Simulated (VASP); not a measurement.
Consider the following.

```
CELL_PARAMETERS angstrom
      7.14656     0.00000     0.00000
      0.00000     7.14656     0.00000
      0.00000     0.00000     7.14656
ATOMIC_POSITIONS crystal
  C  0.49947 0.99978 0.99942
  C  0.62029 0.12806 0.12771
  C  0.74726 0.25288 0.00255
  C  0.87211 0.37984 0.12772
  C  0.74729 0.00287 0.25250
  C  0.87210 0.12802 0.37950
  C  0.99862 0.00148 0.00121
  C  0.12224 0.12689 0.12659
  C  0.24677 0.25086 0.99896
  C  0.37168 0.37387 0.12387
  C  0.49965 0.50047 0.00023
  C  0.62625 0.62842 0.12389
  C  0.74925 0.75340 0.99894
  C  0.87324 0.87790 0.12657
  C  0.24677 0.99924 0.25055
  C  0.37169 0.12415 0.37359
  C  0.48470 0.24027 0.23989
  C  0.75989 0.51546 0.23994
  C  0.87599 0.62844 0.37357
  C  0.49967 0.00051 0.50017
  C  0.62629 0.12415 0.62813
  C  0.75989 0.24023 0.51515
  C  0.87596 0.37386 0.62813
  C  0.74928 0.99925 0.75304
  C  0.87330 0.12689 0.87757
  C  0.00038 0.50069 0.99946
  C  0.12275 0.62593 0.12300
  C  0.25035 0.74980 0.99851
  C  0.37422 0.87738 0.12304
  C  0.99723 0.25285 0.25252
  C  0.12372 0.37627 0.37599
  C  0.24749 0.50283 0.24803
  C  0.36366 0.63644 0.36101
  C  0.49727 0.75257 0.24805
  C  0.62385 0.87641 0.37598
  C  0.00039 0.99973 0.50033
  C  0.12275 0.12332 0.62561
  C  0.24755 0.24830 0.50254
  C  0.36368 0.36123 0.63614
  C  0.63890 0.63649 0.63613
  C  0.75183 0.75262 0.50249
  C  0.87684 0.87743 0.62559
  C  0.25036 0.99878 0.74951
  C  0.37423 0.12334 0.87711
  C  0.49732 0.24830 0.75231
  C  0.62387 0.37629 0.87610
  C  0.75179 0.50282 0.75226
  C  0.87677 0.62593 0.87708
  C  0.00090 0.75340 0.25053
  C  0.12322 0.87693 0.37581
  C  0.99961 0.50046 0.50013
  C  0.12630 0.62380 0.62353
  C  0.25141 0.74867 0.49655
  C  0.37632 0.87382 0.62349
  C  0.00093 0.25086 0.75309
  C  0.12322 0.37611 0.87660
  C  0.25153 0.49684 0.74838
  C  0.37633 0.62382 0.87351
  C  0.50333 0.74866 0.74834
  C  0.62404 0.87691 0.87659
  C  0.00134 0.74979 0.74952
  C  0.12501 0.87510 0.87484
  Mg 0.56173 0.43845 0.43806
```
Cell charge -2.

These are PBE GGA, VASP's PBE PAW potentials (set 64) (plane waves; VASP) values and carry that method's errors. Numerical set-up: PREC = Normal, LREAL = Auto, ISYM = 0, NELECT = 252.0, 400 eV cut-off, 1×1×1 Γ-centred mesh, Gaussian smearing of 0.050 eV, potentials C Mg. Starting moments (MAGMOM): 63*0.0317. The cell's moment is fixed (NUPDOWN = 2).

At this cut-off the stress carries a Pulay error, which pulls relaxed volumes low. The cell is charged, with a uniform compensating background.  The supercell is sampled at Γ alone, which is coarse: total energies, pressure and levels can be off, energies of defects by several tenths of an eV.

**Question.** What does the run give for the cell moment, energy per atom (σ→0), pressure?

**Answer.** 
The cell moment comes out as 2.00 μB, the energy per atom (σ→0) comes out as -8.422 eV/atom and the pressure is 17.59 GPa.

**Question.** Give the moment on each site (PAW-sphere projection).

**Answer.** 
```json
[
 {"site": "C1", "moment (μB)": "0.02"},
 {"site": "C2", "moment (μB)": "0.00"},
 {"site": "C3", "moment (μB)": "0.01"},
 {"site": "C4", "moment (μB)": "0.00"},
 {"site": "C5", "moment (μB)": "0.01"},
 {"site": "C6", "moment (μB)": "0.00"},
 {"site": "C7", "moment (μB)": "0.00"},
 {"site": "C8", "moment (μB)": "0.00"},
 {"site": "C9", "moment (μB)": "0.02"},
 {"site": "C10", "moment (μB)": "0.01"},
 {"site": "C11", "moment (μB)": "0.00"},
 {"site": "C12", "moment (μB)": "0.01"},
 {"site": "C13", "moment (μB)": "0.02"},
 {"site": "C14", "moment (μB)": "0.00"},
 {"site": "C15", "moment (μB)": "0.02"},
 {"site": "C16", "moment (μB)": "0.01"},
 {"site": "C17", "moment (μB)": "0.15"},
 {"site": "C18", "moment (μB)": "0.15"},
 {"site": "C19", "moment (μB)": "0.01"},
 {"site": "C20", "moment (μB)": "0.00"},
 {"site": "C21", "moment (μB)": "0.01"},
 {"site": "C22", "moment (μB)": "0.15"},
 {"site": "C23", "moment (μB)": "0.01"},
 {"site": "C24", "moment (μB)": "0.02"},
 {"site": "C25", "moment (μB)": "0.00"},
 {"site": "C26", "moment (μB)": "0.02"},
 {"site": "C27", "moment (μB)": "0.02"},
 {"site": "C28", "moment (μB)": "0.00"},
 {"site": "C29", "moment (μB)": "0.02"},
 {"site": "C30", "moment (μB)": "0.01"},
 {"site": "C31", "moment (μB)": "0.00"},
 {"site": "C32", "moment (μB)": "0.01"},
 {"site": "C33", "moment (μB)": "0.15"},
 {"site": "C34", "moment (μB)": "0.01"},
 {"site": "C35", "moment (μB)": "0.00"},
 {"site": "C36", "moment (μB)": "0.02"},
 {"site": "C37", "moment (μB)": "0.02"},
 {"site": "C38", "moment (μB)": "0.01"},
 {"site": "C39", "moment (μB)": "0.15"},
 {"site": "C40", "moment (μB)": "0.15"},
 {"site": "C41", "moment (μB)": "0.01"},
 {"site": "C42", "moment (μB)": "0.02"},
 {"site": "C43", "moment (μB)": "0.00"},
 {"site": "C44", "moment (μB)": "0.02"},
 {"site": "C45", "moment (μB)": "0.01"},
 {"site": "C46", "moment (μB)": "0.00"},
 {"site": "C47", "moment (μB)": "0.01"},
 {"site": "C48", "moment (μB)": "0.02"},
 {"site": "C49", "moment (μB)": "0.02"},
 {"site": "C50", "moment (μB)": "0.02"},
 {"site": "C51", "moment (μB)": "0.00"},
 {"site": "C52", "moment (μB)": "0.01"},
 {"site": "C53", "moment (μB)": "0.00"},
 {"site": "C54", "moment (μB)": "0.01"},
 {"site": "C55", "moment (μB)": "0.02"},
 {"site": "C56", "moment (μB)": "0.02"},
 {"site": "C57", "moment (μB)": "0.00"},
 {"site": "C58", "moment (μB)": "0.01"},
 {"site": "C59", "moment (μB)": "0.00"},
 {"site": "C60", "moment (μB)": "0.02"},
 {"site": "C61", "moment (μB)": "0.00"},
 {"site": "C62", "moment (μB)": "0.00"},
 {"site": "Mg63", "moment (μB)": "0.04"}
]
```

The cell is a supercell with a defect, built from C (diamond): Mg_C-vac_C, charge -2.
